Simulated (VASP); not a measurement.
Input of a VASP 6.6.1 run:

The input INCAR:

```
SYSTEM = Lu
PREC = Accurate
ENCUT = 520
EDIFF = 1E-6
ISMEAR = 0
SIGMA = 0.1
LREAL = .False.
LASPH = .True.
NELM = 60
ALGO = Normal
ISIF = 2
LWAVE = .False.
LCHARG = .False.
GGA = PS
```

KPOINTS

```
regular mesh
0
Gamma
  21 21 12
  0 0 0
```

POSCAR

```
Lu
1.0
    3.4495800000      0.0000000000      0.0000000000
   -1.7247900000      2.9874300000      0.0000000000
    0.0000000000      0.0000000000      5.3562400000
Lu
2
Direct
    0.3333300000      0.6666700000      0.2500000000
    0.6666700000      0.3333300000      0.7500000000
```

Potentials or basis: VASP PAW PBE potentials, release 64 (Lu).

The run is started by

```console
$ cat potpaw_PBE.64/Lu/POTCAR > POTCAR
$ mpirun -np 1 vasp_std > vasp.out
```

(1) Estimate the pressure.

(2) Predict the band gap on the k mesh.

## Answers

(1) -0.1 GPa.

(2) none (metal or under the smearing width).

Caveat: the PAW data sets were made with another functional, which shifts forces and pressure a little.
